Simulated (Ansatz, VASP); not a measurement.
**TiB2: VASP beside Ansatz**

Aim: how closely do two programs agree when they are given the same cell, functional and k mesh? The cell is taken from a series of runs on this material, whose earlier steps may have relaxed, scaled, displaced or heated it; both programs get it as it stands.

Main program and level: Ansatz 0.2.0; plane waves, with VASP 6.6.1 beside it; zone-centre phonons at PBEsol.

## Step 1: The starting structure

The structure is hexagonal, space group P6/mmm (No. 191). Conventional cell: a = 3.013 Å, b = 3.013 Å, c = 3.216 Å, α = 90.00°, β = 90.00°, γ = 120.00°. B has 3 B at 1.74 Å and 6 Ti at 2.37 Å nearest. Nearest to Ti lie 12 B at 2.37 Å. Farther neighbours are not listed.

## Step 2: Ansatz: zone-centre phonons, PBEsol

Ansatz runs on its PAW soft_1 files.

Second derivatives magnify differences that forces hide, and they need a tight electronic threshold.

The input, input.yaml:

```yaml
crystal:
  lattice:
    - [3.0131703116, 0.0, 0.0]
    - [-1.5065851558, 2.6094820358, 0.0]
    - [0.0, 0.0, 3.2159482317]
  atoms:
    - { symbol: B, position: [0.3333333333, 0.6666666667, 0.5] }
    - { symbol: B, position: [0.6666666667, 0.3333333333, 0.5] }
    - { symbol: Ti, position: [0.0, 0.0, 0.0] }
kpoints:
  mp_grid: { grid: [15, 15, 16] }
hamiltonian:
  xc: pbesol
  pseudopotentials: { kind: paw, azcp: { folder: soft_1 }, xc_functional: pbe }
scf:
  occupations: { method: methfessel_paxton, width: 0.2 }
output:
  eigenvalues: true
phonons:
  method: dfpt
```

Started as:

```bash
$ ansatz run input.yaml --threads 4 --pin off --max-ram 10240MiB --backend cpu --events-out ev --progress --plain --runs-dir out
```

Numbers of over 12 decimals in the logs are rounded to 6 here.

The program printed:

```text
zone centre: on kpoints.mp_grid the ground state, and the responses unless they are solved on pairs of k-points, stand on 576 of the mesh's 3600 k-points, reduced under 4 symmetry operations, with k and −k counted as one. Each operation leaves every solved displacement unchanged or reverses it
Engine: ansatz 0.2.0, x86_64-unknown-linux-gnu
Pseudopotentials: kind: paw
Pseudopotential: B, paw, valence charge 3, recommended cutoff 420 eV (normal), soft_1/B.paw.azcp
Pseudopotential: Ti, paw, valence charge 12, recommended cutoff 420 eV (normal), soft_1/Ti.paw.azcp
Functional definition: PBEsol
  exchange = pbesol_x
  correlation = pbesol_c
Crystal: 3 atoms, lattice volume = 25.286 Å³
Basis set: ecut = 420 eV, 503 PW (Γ), exchange–correlation on 48×48×48 points (8 copies of the dense FFT grid, shifted against one another)
Bands: 13, of which v1, the nominal top of the filled ones, is band 9 counted from 1 (8 counted from 0)
Symmetry: 24 space group operations
k-points: 576 of 3600 (irreducible under 4 space group operations, time reversal used)
Non-local potential: B, projectors of the file, l = 0: 2, l = 1: 2, l = 2: 1
Non-local potential: Ti, projectors of the file, l = 0: 3, l = 1: 2, l = 2: 3, l = 3: 1
PAW form: soft (Blöchl's): semilocal exchange-correlation on the pseudo side does not see the compensation charge
PAW frozen core: B, regenerated for the run's functional, and the local potential with it (the file was generated under x = pbe(κ = 0.804, μ = 0.219515), c = pbe(β = 0.066725))
PAW frozen core: Ti, regenerated for the run's functional, and the local potential with it (the file was generated under x = pbe(κ = 0.804, μ = 0.219515), c = pbe(β = 0.066725))
PAW one-centre angular grid: B, 110 points (default); XC on 64 Gauss nodes
PAW one-centre angular grid: Ti, 590 points (default); XC on 64 Gauss nodes
Initial density: superposition of atomic densities (chi_scale 0.1, normalization cell, long waves kept (reshape's long-wave potential 0.00 eV rms))
Initial wavefunctions: pseudopotential atomic-orbital guess
Functional: x = pbesol(κ = 0.804, μ = 0.123457), c = pbesol(β = 0.046)
SCF iter   1: F=—  HF=-2783.802213 eV  |F-HF|=—  |Δ(HF+E_count)|=         —  Δρ=1.08e-1  dr2=4.63e0  ethr=3.10e-3  ⟨swp⟩=4.3  Hψ=35508  notcnv=0
preconditioner: auto → none  [metal: Δε(μ)=0.019 eV  Ē_g=9.541 eV  σ=0.200 eV  W_gap=0.08  n_scr=8 (ndim 8)  ℏωp=23.4 eV  f_vac=0.000  D(μ)=0.38/eV (n_scr^D=0)  sad-step TF]
SCF iter   2: F=—  HF=-2783.179993 eV  |F-HF|=—  |Δ(HF+E_count)|=   6.22e-1  S|Δr|=    0.00e0  Δρ=7.19e-2  dr2=2.22e0  ethr=3.10e-3  ⟨swp⟩=2.0  Hψ=14311  notcnv=0
SCF iter   3: F=—  HF=-2782.628274 eV  |F-HF|=—  |Δ(HF+E_count)|=   5.52e-1  S|Δr|=    0.00e0  Δρ=8.97e-3  dr2=2.51e-2  ethr=3.10e-3  ⟨swp⟩=3.1  Hψ=14662  notcnv=0
SCF iter   4: F=—  HF=-2782.625588 eV  |F-HF|=—  |Δ(HF+E_count)|=   2.69e-3  S|Δr|=    0.00e0  Δρ=1.06e-3  dr2=2.37e-4  ethr=1.40e-4  ⟨swp⟩=1.8  Hψ=13195  notcnv=0
SCF iter   5: F=—  HF=-2782.625637 eV  |F-HF|=—  |Δ(HF+E_count)|=   4.86e-5  S|Δr|=    0.00e0  Δρ=3.16e-4  dr2=3.97e-5  ethr=1.32e-6  ⟨swp⟩=2.0  Hψ=10403  notcnv=0
SCF iter   6: F=—  HF=-2782.625630 eV  |F-HF|=—  |Δ(HF+E_count)|=   6.39e-6  S|Δr|=    0.00e0  Δρ=8.63e-5  dr2=2.34e-6  ethr=2.20e-7  ⟨swp⟩=2.3  Hψ=10790  notcnv=0
SCF iter   7: F=—  HF=-2782.625632 eV  |F-HF|=—  |Δ(HF+E_count)|=   1.38e-6  S|Δr|=    0.00e0  Δρ=5.63e-6  dr2=8.58e-9  ethr=1.30e-8  ⟨swp⟩=2.6  Hψ=10952  notcnv=0
SCF iter   8: F=—  HF=-2782.625631 eV  |F-HF|=—  |Δ(HF+E_count)|=   9.24e-7  S|Δr|=    0.00e0  Δρ=5.78e-7  dr2=6.24e-11  ethr=4.77e-11  ⟨swp⟩=2.1  Hψ=10466  notcnv=0
SCF iter   9: F=-2782.625631 eV  HF=-2782.625631 eV  |F-HF|=4.55e-12  |Δ(HF+E_count)|=  2.96e-11  S|Δr|=    0.00e0  Δρ=1.44e-7  dr2=6.06e-12  ethr=1.00e-12  ⟨swp⟩=5.1  Hψ=28025  notcnv=0
SCF 1 converged in 9 iterations: F = -2782.625631 eV  dr2 = 6.06e-12
  greatest PAW one-centre occupation: 0.998 electrons in one spin orbital (limit 2), on the Ti atom at site 2 (counted from 0), in its partial waves of l = 0
DFPT response loops at Γ: preconditioner auto → Kerker (q_TF=auto, 2.578 Å⁻¹) (partly filled bands, converged f_vac=0.000); β = 1.00, the filter's whole step (`scf.mixing.beta` (0.50) is not read by the response loops under this deck's `scf.mixing.preconditioner`; to damp them name `kerker` or `kerker_dos`, under which they read `scf.mixing.beta`, and type it under 1.00, their step now; both keys bind the ground state too); Broyden in place of MSR1
SCF converged after 9 iterations
Stability not checked: this state was not tested for a lower state beside it, because cold or Methfessel-Paxton smearing, or corrected tetrahedra, fill the levels in a way that the test cannot read (fill_not_monotonic; see scf.lower_state_search)
Free energy (F): -2782.625631 eV
Harris-Foulkes:  -2782.625631 eV  (|F-HF|=4.55e-12)
Internal energy: -2782.625643 eV  (E = F + TS)
E sigma→0 (E₀):  -2782.625634 eV
Entropy (-TS):   0.000012 eV (0.004 meV/atom)
Fermi energy:    15.276887 eV
--- Per-component energies (eV) ---
  E_band       = -91.027338
  E_kinetic    = 384.221413
  E_local      = -832.845606  (includes V_loc(G=0)·N_el)
  E_nonlocal   = 77.143206
  E_hartree    = 342.467190
  E_xc         = -183.695652
  E_vxc        = -226.287815  (∫ρ·V_xc dr)
  E_paw        = -1167.150755  (= ΣΔE_a)
  E_vpaw       = -178.192922  (= ΣTr[D̂ρ^β])
  E_aug_tail   = -0.000079  (compensation charges beyond the density's cutoff)
  E_ewald      = -1402.934166
  E_core_change = 0.168806  (= ΣΔE_core)
  E_smearing   = 0.000012  (= −TS)
  E_closure    = -0.000000  (closes the sum)
  Σ components = -2782.625631   (vs F -2782.625631, Δ=0.00e0)
--- Band table (eV; the first three rows and the last of 576) ---
  k-point 0: bands = [... 5 lower, 12.6194, 12.6194, 12.9109, 13.0505, 17.1856, 17.1856, 18.9839, 18.9839]
  k-point 1: bands = [... 5 lower, 12.1808, 12.6613, 12.6613, 13.7270, 17.0431, 17.0431, 18.8904, 18.8904]
  k-point 2: bands = [... 5 lower, 11.3472, 12.7863, 12.7863, 14.4102, 16.6958, 16.6958, 18.6213, 18.6213]
  k-point 575: bands = [... 5 lower, 8.4341, 10.1087, 10.8350, 12.6069, 17.6418, 18.2467, 18.9778, 19.8499]
--- Phonons (Γ-DFPT): 4 representative perturbations + reference, on 576 of 3600 k-points (Σ response iterations 12) ---
  k mesh reduced under 4 symmetry operations, with k and −k counted as one. Each operation leaves every solved displacement unchanged or reverses it
  ASR residual: 6.321e-5 → 0.000e0 eV/Å²; symmetrization residual: 7.586e-7 eV/Å²
  ASR residual per site (eV/Å²): 2.46e-6 2.46e-6 6.32e-5
  Γ frequencies (cm⁻¹): 0.00 0.00 0.00 517.47 520.28 520.28 556.25 907.09 907.09
  non-analytic LO–TO correction: not included (Born effective charges unavailable; polar crystals: no LO–TO splitting at Γ)
```

In the SCF lines HF is the Harris–Foulkes energy and dr2 the Hartree energy of the density residual, in eV; the loop may stop once dr2 is under the threshold and the program's other checks hold. Hψ counts applications of the Hamiltonian.

[end of part 1 of 2]

[Lines on the potential files, build, host, timing and source positions are cut from VASP's logs without a mark.]

[Logs are printed without paths, hosts, clocks, repeated set-up lines and the standing remarks that a program may print on its own settings, such as how far it seeks lower states.]

[Hosts, paths, dates, database ids (printed as entryN), source tags and the programs' standing remarks are cut or masked in the printed files.]
